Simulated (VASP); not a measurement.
Calculation: HSE06 screened hybrid, VASP's PBE PAW potentials (set 64) (plane waves; VASP).

A VASP calculation is set up with these files.

File KPOINTS:
```
Automatic mesh
0
Gamma
1 1 1
0 0 0
```

### POSCAR
```
Ga35N35Si
9.7366360
  0.4999999890  -0.8660253723   0.0000000000
  0.4999999890   0.8660253723   0.0000000000
  0.0000000000   0.0000000000   1.0841818448
Ga N Si
35 35 1
Cartesian
  0.1659727651  -0.0958400330   0.2685890568
  0.1663426756   0.0964063223   1.0815475295
  0.1683138033  -0.0961093466   0.8115852599
  0.1688803156   0.1007861819   0.5355546657
  0.3223113052   0.1982209451   0.2745155464
  0.3329502732   0.3845877173   1.0818077563
  0.3371572607   0.1900158542   0.8087266066
  0.3305640073   0.3808176883   0.5364635800
  0.4989421459   0.4809694116   0.2684769511
  0.5004393163   0.6732277967   1.0832177957
  0.5007247847   0.4795134003   0.8118611015
  0.5012344223   0.6726811574   0.5417876179
  0.3324011991  -0.3845987202   0.2709793303
  0.3334065780  -0.1923150851   0.0006614050
  0.3338906634  -0.3853367176   0.8141706906
  0.3335597795  -0.1897612994   0.5442493966
  0.4980083928  -0.0912858938   0.2731979268
  0.4977086191   0.0972752936   0.0021275879
  0.5031212034  -0.1007246450   0.8155997507
  0.6612043914   0.1913078091   0.2731326849
  0.6663417087   0.3845052928   0.0007494987
  0.6719812367   0.1918595272   0.8156471217
  0.6644055165   0.3833482444   0.5442722094
  0.4962652709  -0.6729137690   0.2689834180
  0.4999213660  -0.4811772911   1.0834647933
  0.5030372505  -0.6736651589   0.8119820067
  0.4975027909  -0.4798717419   0.5426290069
  0.6640310843  -0.3826354198   0.2692501333
  0.6664511457  -0.1922998868   0.0008010938
  0.6681066151  -0.3876263335   0.8121793292
  0.6707648857  -0.1923853505   0.5449384654
  0.8329888702  -0.0962672080   0.2701780140
  0.8330341486   0.0961130942   0.0007567083
  0.8358212938  -0.0977447377   0.8149112763
  0.8352808582   0.0925113039   0.5449425919
  0.1687820519  -0.0932857648   0.4734345298
  0.1618088061   0.0958371486   0.2011256999
  0.1670347843  -0.0959960238   1.0158046659
  0.1704557193   0.0966582507   0.7400946992
  0.3307780596   0.3884894662   0.2015208803
  0.3337556563   0.1919443829   1.0129561069
  0.3348321202   0.3813365324   0.7406130811
  0.4984517545   0.4775898642   0.4733600577
  0.4997334051   0.6734886788   0.2033680432
  0.4997758152   0.4805023892   1.0159901839
  0.5020281770   0.6723641426   0.7451580712
  0.3308467416  -0.3834934401   0.4758820189
  0.3341095809  -0.1913318490   0.2063169440
  0.3327878705  -0.3847776480   1.0182243328
  0.3353235513  -0.1927747193   0.7469952919
  0.5032406104  -0.0808761622   0.4841580635
  0.4916473776   0.1007718460   0.2087883761
  0.5000895764  -0.0950323205   1.0186730513
  0.5091696319   0.0908514643   0.7370377479
  0.6551643472   0.1819159210   0.4840571253
  0.6658091634   0.3833569112   0.2063821883
  0.6654276211   0.1915074772   1.0186891037
  0.6678691504   0.3831147597   0.7469758239
  0.4967748652  -0.6719274964   0.4740266998
  0.4985735962  -0.4805356925   0.2034103136
  0.4997243056  -0.6737521426   1.0160757449
  0.5002659060  -0.4814148307   0.7459605488
  0.6637944419  -0.3833285420   0.4743195119
  0.6633785111  -0.1890045718   0.2062180289
  0.6666633092  -0.3848131649   1.0163144085
  0.6696467172  -0.1948653173   0.7475055070
  0.8354353333  -0.0975981881   0.4747103238
  0.8285094941   0.0968980050   0.2060710344
  0.8335156826  -0.0964994067   1.0185898647
  0.8367742229   0.0946509460   0.7475644740
  0.5091253129   0.0911653084   0.5539178175
```

### INCAR
```
ISMEAR = 0   ! Gaussian
LORBIT = 10
LMAXMIX = 4   ! l cut-off of mixed one-centre charges
ISIF = 0
ENCUT = 400
PREC = Normal
EDIFF = 1E-5   ! SCF stop (eV)
ISYM = 0
NUPDOWN = 2
ALGO = Normal
NELMIN = 4
NELM = 50
MAGMOM = 71*0.0282
LHFCALC = T
PRECFOCK = Fast
LREAL = Auto
SYSTEM = Ga35N35Si
LWAVE = F
SIGMA = 0.05
LASPH = T   ! aspherical one-centre terms
AEXX = 0.25
LCHARG = F
HFSCREEN = 0.2
GGA = PE
ISPIN = 2   ! spin-polarised
```

POTCAR, in this order: Ga N Si (PBE.64 set). Program: vasp_gam. Read from the step before: WAVECAR.

The resulting files:

### OUTCAR
```
 ion  position               nearest neighbor table
   1  0.221  0.111  0.248-  44 1.98  48 1.98  37 1.98  36 1.99  14 3.22  10 3.22   4 3.23  17 3.23
                             2 3.24  32 3.24   5 3.24  13 3.25  12 3.25   9 3.25  24 3.26  16 3.27
   2  0.111  0.222  0.998-  61 1.98  38 1.98  37 1.98  41 1.99  26 3.21  18 3.23   3 3.23   1 3.24
                             6 3.24  25 3.24  33 3.25  10 3.25  14 3.25   5 3.25  24 3.26   7 3.26
   3  0.224  0.113  0.749-  50 1.98  46 1.99  38 1.99  39 2.00  16 3.19   2 3.23  12 3.23   7 3.23
                            26 3.24  34 3.24  15 3.25  14 3.25  10 3.25  19 3.26  11 3.26   4 3.30
   4  0.111  0.227  0.494-  36 1.98  39 1.99  59 2.00   5 3.10   8 3.15  24 3.22   1 3.23  27 3.24
                             7 3.24  35 3.25  16 3.25  26 3.26  12 3.30   3 3.30
   5  0.208  0.437  0.253-  40 1.99  37 1.99  52 2.01   4 3.10   8 3.11  24 3.18  28 3.18   1 3.24
                             9 3.25   2 3.25   6 3.25  17 3.30  20 3.30  18 3.30
   6  0.111  0.555  0.998-  65 1.98  45 1.98  40 1.99  41 1.99  30 3.21  18 3.23  11 3.23   9 3.23
                             2 3.24  25 3.24  21 3.25  29 3.25  10 3.25   5 3.25  28 3.26   7 3.27
   7  0.227  0.447  0.746-  39 1.98  42 1.98  41 1.99  54 2.06  71 3.14   3 3.23  11 3.24   8 3.24
                             4 3.24  18 3.25  26 3.25  30 3.25  19 3.26  22 3.26   2 3.26   6 3.27
   8  0.111  0.550  0.495-  43 1.98  42 1.99  63 2.00   5 3.11   4 3.15  28 3.22   9 3.23   7 3.24
                            27 3.24  31 3.25  23 3.25  30 3.26  12 3.29  11 3.30
   9  0.221  0.777  0.248-  56 1.98  44 1.98  40 1.98  43 2.00  21 3.21  10 3.22   8 3.23   6 3.23
                            20 3.23  32 3.24   5 3.25  13 3.25  12 3.25   1 3.25  28 3.26  23 3.27
  10  0.112  0.889  0.999-  69 1.98  45 1.99  38 1.99  44 1.99  34 3.20   1 3.22   9 3.22  14 3.24
                            32 3.24  21 3.24  11 3.25   2 3.25   3 3.25   6 3.25  33 3.25  29 3.25
  11  0.224  0.778  0.749-  58 1.98  46 1.99  45 1.99  42 2.00  23 3.19   6 3.23  12 3.23   7 3.24
                            34 3.24  30 3.24  15 3.24  21 3.24  10 3.25  22 3.26   3 3.26   8 3.30
  12  0.113  0.890  0.500-  67 1.98  46 1.98  43 2.01  36 2.01  31 3.22  35 3.22   3 3.23  11 3.23
                            23 3.23  16 3.24  34 3.25   1 3.25   9 3.25  32 3.25   8 3.29   4 3.30
  13  0.554  0.110  0.250-  60 1.98  48 1.98  56 1.98  47 2.00  24 3.23  28 3.23  21 3.23  14 3.23
                            27 3.23   1 3.25   9 3.25  25 3.25  23 3.27  16 3.27  17 3.28  20 3.28
  14  0.444  0.222  0.001-  49 1.98  53 1.99  38 1.99  48 2.00   1 3.22  19 3.22  13 3.23  15 3.24
                            18 3.24  10 3.24  29 3.24  25 3.25   3 3.25   2 3.25  21 3.25  17 3.25
  15  0.556  0.111  0.751-  62 1.99  50 1.99  58 1.99  49 1.99  25 3.22  27 3.22  22 3.22  19 3.22
                            14 3.24  21 3.24  11 3.24  23 3.24   3 3.25  16 3.25  30 3.25  26 3.25
  16  0.443  0.224  0.502-  50 1.97  36 1.98  47 2.00  51 2.05   3 3.19  71 3.23  17 3.23  19 3.23
                            12 3.24  27 3.24  15 3.25   4 3.25  13 3.27   1 3.27  31 3.28  23 3.29
  17  0.551  0.445  0.252-  52 1.97  48 1.98  64 1.98  51 2.06  20 3.18  18 3.22  16 3.23   1 3.23
                            14 3.25  32 3.26  28 3.27  29 3.27  13 3.28  31 3.29   5 3.30
  18  0.442  0.554  0.002-  41 1.98  53 1.98  57 1.99  52 2.01  20 3.21  17 3.22   6 3.23   2 3.23
                            14 3.24  21 3.24   7 3.25  29 3.26  33 3.26  19 3.27  22 3.27   5 3.30
  19  0.561  0.445  0.752-  66 1.98  53 1.98  50 1.98  54 2.02  71 3.16  29 3.19  30 3.22  15 3.22
                            14 3.22  31 3.23  16 3.23  34 3.24   7 3.26   3 3.26  18 3.27  22 3.29
  20  0.551  0.772  0.252-  52 1.97  56 1.98  68 1.98  55 2.06  17 3.18  18 3.21   9 3.23  23 3.24
...
```

**OSZICAR**
```
       N       E                     dE             d eps       ncg     rms          rms(c)
DAV:   1    -0.516690495704E+03   -0.51669E+03   -0.21964E+01   720   0.123E+01    0.952E+00
DAV:   2    -0.516855664894E+03   -0.16517E+00   -0.73940E-01   840   0.146E+00    0.658E+00
DAV:   3    -0.516807704437E+03    0.47960E-01   -0.22974E-02   808   0.363E-01    0.384E+00
DAV:   4    -0.516787658739E+03    0.20046E-01   -0.16326E-02   808   0.231E-01    0.217E+00
DAV:   5    -0.516781702073E+03    0.59567E-02   -0.41019E-03   840   0.120E-01    0.121E+00
DAV:   6    -0.516779502193E+03    0.21999E-02   -0.89069E-04   832   0.695E-02    0.673E-01
DAV:   7    -0.516778762039E+03    0.74015E-03   -0.37397E-04   840   0.476E-02    0.373E-01
DAV:   8    -0.516778525162E+03    0.23688E-03   -0.11181E-04   840   0.257E-02    0.208E-01
DAV:   9    -0.516778450527E+03    0.74635E-04   -0.37644E-05   668   0.141E-02    0.115E-01
DAV:  10    -0.516778429950E+03    0.20577E-04   -0.15524E-05   440   0.916E-03    0.630E-02
DAV:  11    -0.516778425896E+03    0.40536E-05   -0.63072E-06   440   0.494E-03
   1 F= -.51677843E+03 E0= -.51677843E+03  d E =-.550157E-15  mag=     2.0000
```

### OUTCAR
```
------------------------ aborting loop because EDIFF is reached ----------------------------------------
  volume of cell :      866.68
      direct lattice vectors                 reciprocal lattice vectors
     4.868317893 -8.432173817  0.000000000     0.102704879 -0.059296690  0.000000000
     4.868317893  8.432173817  0.000000000     0.102704879  0.059296690  0.000000000
     0.000000000  0.000000000 10.556283981     0.000000000  0.000000000  0.094730305
  FREE ENERGIE OF THE ION-ELECTRON SYSTEM (eV)
  ---------------------------------------------------
  free  energy   TOTEN  =      -516.7784258965 eV

  energy  without entropy=     -516.7784258965  energy(sigma->0) =     -516.77842590

  exchange ACFDT corr.  =         0.00000000  see jH, gK, PRB 81, 115126

 total charge

# of ion       s       p       d       tot
------------------------------------------
    1        1.018   1.396   0.385   2.800
    2        1.018   1.393   0.384   2.796
    3        1.016   1.375   0.375   2.767
    4        1.034   1.215   0.287   2.535
    5        1.044   1.240   0.283   2.567
    6        1.018   1.392   0.383   2.793
    7        1.015   1.346   0.365   2.726
    8        1.034   1.216   0.288   2.538
    9        1.018   1.395   0.385   2.798
   10        1.017   1.388   0.381   2.785
   11        1.016   1.375   0.375   2.767
   12        1.021   1.358   0.363   2.741
   13        1.016   1.386   0.380   2.782
   14        1.015   1.375   0.375   2.765
   15        1.018   1.387   0.379   2.784
   16        1.010   1.340   0.361   2.711
   17        1.012   1.353   0.366   2.732
   18        1.015   1.374   0.375   2.764
   19        1.018   1.378   0.376   2.772
   20        1.012   1.353   0.366   2.731
   21        1.015   1.375   0.375   2.765
   22        1.018   1.379   0.376   2.774
   23        1.010   1.340   0.361   2.711
   24        1.017   1.390   0.382   2.790
   25        1.017   1.388   0.381   2.786
   26        1.018   1.382   0.377   2.777
   27        1.018   1.392   0.383   2.792
   28        1.017   1.390   0.382   2.789
   29        1.016   1.376   0.375   2.767
   30        1.018   1.382   0.377   2.777
   31        1.022   1.365   0.367   2.754
   32        1.018   1.387   0.381   2.786
   33        1.016   1.376   0.375   2.767
   34        1.017   1.388   0.381   2.786
   35        1.022   1.366   0.368   2.755
   36        1.243   2.421   0.000   3.664
   37        1.240   2.443   0.000   3.682
   38        1.236   2.446   0.000   3.682
   39        1.238   2.432   0.000   3.670
   40        1.239   2.443   0.000   3.683
   41        1.237   2.443   0.000   3.680
   42        1.238   2.433   0.000   3.671
   43        1.243   2.421   0.000   3.664
   44        1.236   2.450   0.000   3.685
   45        1.236   2.446   0.000   3.682
   46        1.236   2.446   0.000   3.683
   47        1.238   2.434   0.000   3.672
   48        1.237   2.445   0.000   3.682
   49        1.236   2.448   0.000   3.684
   50        1.236   2.451   0.000   3.688
   51        1.244   2.454   0.000   3.697
   52        1.237   2.435   0.000   3.672
   53        1.236   2.448   0.000   3.684
   54        1.245   2.482   0.000   3.727
   55        1.244   2.455   0.000   3.699
   56        1.237   2.445   0.000   3.682
   57        1.236   2.448   0.000   3.683
   58        1.236   2.451   0.000   3.688
   59        1.240   2.430   0.000   3.671
   60        1.235   2.451   0.000   3.687
   61        1.236   2.447   0.000   3.683
   62        1.236   2.451   0.000   3.687
   63        1.241   2.430   0.000   3.670
   64        1.236   2.445   0.000   3.681
   65        1.236   2.447   0.000   3.683
   66        1.237   2.453   0.000   3.689
   67        1.237   2.452   0.000   3.689
   68        1.236   2.446   0.000   3.682
   69        1.236   2.450   0.000   3.686
   70        1.237   2.453   0.000   3.689
   71        0.726   0.882   0.000   1.608
--------------------------------------------------
tot         79.695 134.170  12.876 226.741

 magnetization (x)

# of ion       s       p       d       tot
------------------------------------------
    1        0.009  -0.000  -0.000   0.009
    2        0.009   0.004   0.001   0.014
    3        0.007  -0.001  -0.000   0.006
    4       -0.004   0.006   0.010   0.013
    5        0.055   0.081   0.007   0.142
    6        0.009   0.004   0.001   0.014
    7        0.015  -0.001   0.000   0.014
    8       -0.005   0.004   0.010   0.009
    9        0.009  -0.000  -0.000   0.009
   10        0.009  -0.001  -0.000   0.008
   11        0.007  -0.001  -0.000   0.006
   12        0.002   0.000  -0.000   0.002
   13        0.009  -0.001  -0.000   0.008
   14        0.009  -0.000  -0.000   0.008
...
```
(Selected blocks of OUTCAR.)

File OUTCAR:
```
 val. band max:        4.6240175321   @ k =   0.0000   0.0000   0.0000

 cond. band min:       5.0107357422   @ k =   0.0000   0.0000   0.0000


 Fermi energy:         4.9018552349

 spin component 1

 k-point     1 :       0.0000    0.0000    0.0000
  band No.  band energies     occupation
      1     -15.3229      1.00000
      2     -14.6115      1.00000
      3     -14.3237      1.00000
      4     -14.1477      1.00000
      5     -14.0200      1.00000
      6     -13.8575      1.00000
      7     -13.8442      1.00000
      8     -13.8153      1.00000
      9     -13.7173      1.00000
     10     -13.4961      1.00000
     11     -13.3772      1.00000
     12     -13.3734      1.00000
     13     -13.1564      1.00000
     14     -13.1543      1.00000
     15     -13.1519      1.00000
     16     -13.1497      1.00000
     17     -13.1395      1.00000
     18     -13.1266      1.00000
     19     -13.1199      1.00000
     20     -13.0903      1.00000
     21     -12.9744      1.00000
     22     -12.8207      1.00000
     23     -12.7217      1.00000
     24     -12.5889      1.00000
     25     -12.4232      1.00000
     26     -12.3720      1.00000
     27     -12.3511      1.00000
     28     -12.3446      1.00000
     29     -12.3201      1.00000
     30     -12.3100      1.00000
     31     -12.2993      1.00000
     32     -12.2961      1.00000
     33     -12.2490      1.00000
     34     -12.2350      1.00000
     35     -12.2122      1.00000
     36      -5.7989      1.00000
     37      -5.3189      1.00000
     38      -4.7891      1.00000
     39      -4.6444      1.00000
     40      -4.5100      1.00000
     41      -4.4940      1.00000
     42      -4.4674      1.00000
     43      -4.3492      1.00000
     44      -4.3075      1.00000
     45      -4.2588      1.00000
     46      -4.2243      1.00000
     47      -4.2209      1.00000
     48      -4.1827      1.00000
     49      -4.0894      1.00000
...
```

The supercell is sampled at Γ alone, which is coarse: total energies, pressure and levels can be off, energies of defects by several tenths of an eV.

The cell is a supercell with a defect, built from GaN (wurtzite): Si_Ga-vac_N. The cell's shape comes from a PBE relaxation.
